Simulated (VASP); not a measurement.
Input:

```
CELL_PARAMETERS angstrom
      2.29163    -3.96922     0.00000
      2.29163     3.96922     0.00000
      0.00000     0.00000     7.45661
ATOMIC_POSITIONS crystal
  Mg 0.66667 0.33333 0.49974
  Mg 0.33333 0.66667 0.99974
  Te 0.66667 0.33333 0.87626
  Te 0.33333 0.66667 0.37626
```

Calculation: rev-vdW-DF2, VASP's PBE PAW potentials (set 64) (plane waves; VASP). Settings: 520 eV cut-off, 6×6×4 Γ-centred mesh, tetrahedra with Blöchl corrections, potentials Mg Te.

Unless said otherwise, spin-orbit coupling is left out, though it shifts the bands of the heavy elements here.

**Question.** What does the run give for the energy per atom (σ→0), band gap (on the k-mesh) with the smallest direct gap where there is one?

**Answer.** 
```
Property                                         Result
-----------------------------------  ------------------
band gap (on the k-mesh)                        2.37 eV
smallest direct gap (on the k-mesh)             2.37 eV
energy per atom (σ→0)                -169.8 kJ/mol-atom
```

Only differences to runs with the same potentials and settings are physical.

The compound is MgTe in the wurtzite structure. It was relaxed first.
